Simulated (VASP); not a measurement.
CdS (wurtzite), at 0.96 of the tabulated volume:

```xyz
4
Lattice="2.0420 -3.5369 0.0000 2.0420 3.5369 0.0000 0.0000 0.0000 6.6292" Properties=species:S:1:pos:R:3 pbc="T T T"
Cd     2.0420    -1.1790     3.3146
Cd     2.0420     1.1790     0.0000
S      2.0420    -1.1790     5.8138
S      2.0420     1.1790     2.4992
```

The lowest empty band near Γ, direction in plane, from PBE with spin-orbit coupling in VASP (PAW); its two spin partners are averaged. The gap over the points computed is 1.30 eV, and the next band on that side lies 1.52 eV away at the edge.

Settings: 400 eV cut-off, 7×7×4 Γ-centred mesh, Gaussian smearing of 0.050 eV, potentials Cd S.

```csv
distance from the edge in k (1/Å),distance in energy (meV)
0.012,4.0
0.018,8.9
0.025,17.0
0.035,32.7
0.050,65.2
0.070,122.1
```

Q: Fit E(1 + αE) = ħ²k²/2m* (ħ²/2m0 = 3.810 eV Å²) and predict the row at 0.095 1/Å.

A: Least squares on the energies gives the electron mass m* = 0.138 m0 and α = 0.85 per eV, and so 210.5 meV. The run gave 210.7 meV, +0.2 meV from the fit.

Left out are points under 3 meV from the edge, since the levels carry 0.1 meV, and points farther than half the way to the next band.

The compound is CdS in the wurtzite structure. The cell was not relaxed at this level.
